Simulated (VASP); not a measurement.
Computed with PBEsol GGA, VASP's PBE PAW potentials (set 64) (plane waves; VASP).

Input for VASP

### KPOINTS
```
Automatic mesh
0
Gamma
7 7 7
0 0 0
```

INCAR:
```
SYSTEM = NaI
PREC = Accurate; ENCUT = 400; LREAL = .FALSE.
LASPH = .TRUE.
EDIFF = 1E-8; NELM = 100; ALGO = Normal
LMAXMIX = 4
ISMEAR = 0; SIGMA = 0.01
GGA = PS
IBRION = 8; NSW = 1
LWAVE = .FALSE.; LCHARG = .FALSE.
LEPSILON = .TRUE.
```

POSCAR:
```
NaI
6.3960270
  0.0000000000   0.4999999651   0.4999999651
  0.4999999651   0.0000000000   0.4999999651
  0.4999999651   0.4999999651   0.0000000000
Na I
1 1
Cart
  0.0000000000   0.0000000000   0.0000000000
  0.4999999651   0.4999999651   0.4999999651
```

POTCAR, in this order: Na_pv I (PBE.64 set). Program: vasp_std.

The run wrote:

**OUTCAR**
```


 HEAD OF MICROSCOPIC STATIC DIELECTRIC TENSOR (INDEPENDENT PARTICLE, excluding Hartree and local field effects)
 ------------------------------------------------------
           3.877687    -0.000000     0.000000
          -0.000000     3.877687    -0.000000
           0.000000     0.000000     3.877687
 ------------------------------------------------------

 MACROSCOPIC STATIC DIELECTRIC TENSOR (including local field effects in DFT)
 ------------------------------------------------------
           3.485860     0.000000    -0.000000
           0.000000     3.485860    -0.000000
          -0.000000     0.000000     3.485860
 ------------------------------------------------------

 PIEZOELECTRIC TENSOR (including local field effects)  for field in x, y, z        (e  Angst)
          XX          YY          ZZ          XY          YZ          ZX
  --------------------------------------------------------------------------------
  x     0.00000     0.00000     0.00000     0.00000     0.00000     0.00000
  y     0.00000     0.00000     0.00000     0.00000     0.00000     0.00000
  z     0.00000     0.00000     0.00000     0.00000     0.00000     0.00000

 PIEZOELECTRIC TENSOR (including local field effects)  for field in x, y, z        (C/m^2)
          XX          YY          ZZ          XY          YZ          ZX
  --------------------------------------------------------------------------------
  x     0.00000     0.00000     0.00000     0.00000     0.00000     0.00000
  y     0.00000     0.00000     0.00000     0.00000     0.00000     0.00000
  z     0.00000     0.00000     0.00000     0.00000     0.00000     0.00000

 BORN EFFECTIVE CHARGES (including local field effects) (in |e|, cummulative output)
 ---------------------------------------------------------------------------------
 ion    1
    1     1.18163     0.00000     0.00000
    2    -0.00000     1.18163     0.00000
    3     0.00000     0.00000     1.18163
 ion    2
    1    -1.18163    -0.00000     0.00000
    2     0.00000    -1.18163     0.00000
    3     0.00000     0.00000    -1.18163
```
(Selected blocks of OUTCAR.)

The compound is NaI in the rock salt structure. It was relaxed first.
